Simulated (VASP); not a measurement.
Crystal: CsCaH3.

```xyz
5
Lattice="4.6212 0.0000 0.0000 0.0000 4.6212 0.0000 0.0000 0.0000 4.6212" Properties=species:S:1:pos:R:3 pbc="T T T"
Cs    0.0000    0.0000    0.0000
Ca    2.3106    2.3106    2.3106
H     2.3106    0.0000    2.3106
H     0.0000    2.3106    2.3106
H     2.3106    2.3106    0.0000
```

The cell comes from a database or a generator and needn't be the stable form of this composition.

Base run:

| Item | Value |
| --- | --- |
| Program | VASP 6.6.1 |
| Functional | LDA |
| Potentials or basis | VASP PAW LDA potentials, release 64 (Cs_sv, Ca_sv, H) |
| Cutoff | 520 eV |
| k mesh | 6 × 6 × 6 |
| Occupations | gaussian, width 0.01 eV |
| Spin | no spin polarisation |

Its results: band gap on the k mesh 2.79 eV, direct; pressure -2.3 GPa.

The run is repeated on the same cell with these changes: k mesh from 6 × 6 × 6 to 2 × 2 × 2. What comes out?

Band gap on the k mesh 2.77 eV, direct; pressure -1.6 GPa.

Caveats: some runs use coarse meshes; spin-orbit coupling is left out, which moves the levels of the heavy elements.

A k mesh can miss the band edges.

Not every run made on this cell is shown here.
